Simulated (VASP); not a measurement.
**CoPtO2: single point with PBE**

CoPtO2:

```xyz
4
Lattice="1.4274 0.8241 5.9610 -1.4274 0.8241 5.9610 0.0000 -1.6483 5.9610" Properties=species:S:1:pos:R:3 pbc="T T T"
Co    0.0000    0.0000    8.9415
Pt    0.0000    0.0000    0.0000
O     0.0000    0.0000   15.8739
O     0.0000    0.0000    2.0091
```

The cell is a database's computed one.

```yaml
Program: VASP 6.6.1
Task: single point
Functional: PBE
Potentials_or_basis: VASP PAW PBE potentials, release 64 (Co, Pt, O)
Cutoff: 520 eV
k_mesh: 18 × 18 × 18
Occupations: gaussian, width 0.1 eV
Spin: no spin polarisation
```

```yaml
Pressure: 0.1 GPa
Largest_force: 0.019 eV/Å
Band_gap_on_the_k_mesh: none (metal or under the smearing width)
```

Forces on the atoms (eV/Å):
```
Co   0.000  0.000  0.000
Pt   0.000  0.000  0.000
O    0.000  0.000  0.019
O    0.000  0.000 -0.019
```

Stress tensor (GPa, compression positive):
```
-0.07  0.00  0.00
 0.00 -0.07  0.00
 0.00  0.00  0.36
```

Levels at points of the mesh, in eV from the Fermi level:
```
           k point  band 12  band 13  band 14  band 15  band 16  band 17  band 18  band 19  band 20  band 21
(0.00, 0.00, 0.00)    -1.86    -1.86    -1.54    -1.54    -1.44     1.83     1.83     2.74     5.58     8.87
(0.50, 0.00, 0.00)    -1.35    -1.21    -0.98     0.05     0.98     1.29     1.30     2.58     6.96     9.95
(0.50, 0.50, 0.00)    -1.75    -1.21    -1.02     0.05     0.14     1.71     2.16     2.59     7.60     9.05
(0.50, 0.50, 0.50)    -1.78    -1.78    -0.84    -0.69    -0.69     1.41     1.41     3.98     4.53     8.71
```

Run time: 31 min on 1 thread of AMD EPYC 9R14 (Zen 4), with other jobs on the host, peak memory 0.79 GiB.

Caveat: an odd number of electrons without spin polarisation forces a metal; a magnetic or distorted state may lie lower; the run has no spin polarisation, though such a crystal can be magnetic; semilocal functionals often make such compounds metallic where correlation or magnetic order opens a gap, which also shifts bond lengths. With open d or f shells a metallic result of PBE can be an artefact of self-interaction; +U or a hybrid may open a gap.
